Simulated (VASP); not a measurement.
Consider the following.

```
Al3Sc
1.0
    4.01746     0.00000     0.00000
    0.00000     4.01746     0.00000
    0.00000     0.00000     4.01746
Sc Al
1 3
Direct
  0.00000   0.00000   0.00000
  0.00000   0.50000   0.50000
  0.50000   0.00000   0.50000
  0.50000   0.50000   0.00000
```

These are optB88-vdW, VASP's PBE PAW potentials (set 64) (plane waves; VASP) values and carry that method's errors. Run with 520 eV cut-off, 8×8×8 Γ-centred mesh, first-order Methfessel-Paxton smearing of 0.10 eV, potentials Sc_sv Al.

Question: Give the stress tensor in GPa (positive for a compressed cell).

Answer: 
```
6.06  0.00  0.00
0.00  6.06  0.00
0.00  0.00  6.06
```
The pressure is its mean diagonal, 6.06 GPa.

The compound is Al3Sc in the L1_2 structure. This cell is one point of a volume scan, at 0.94 of the reference volume.
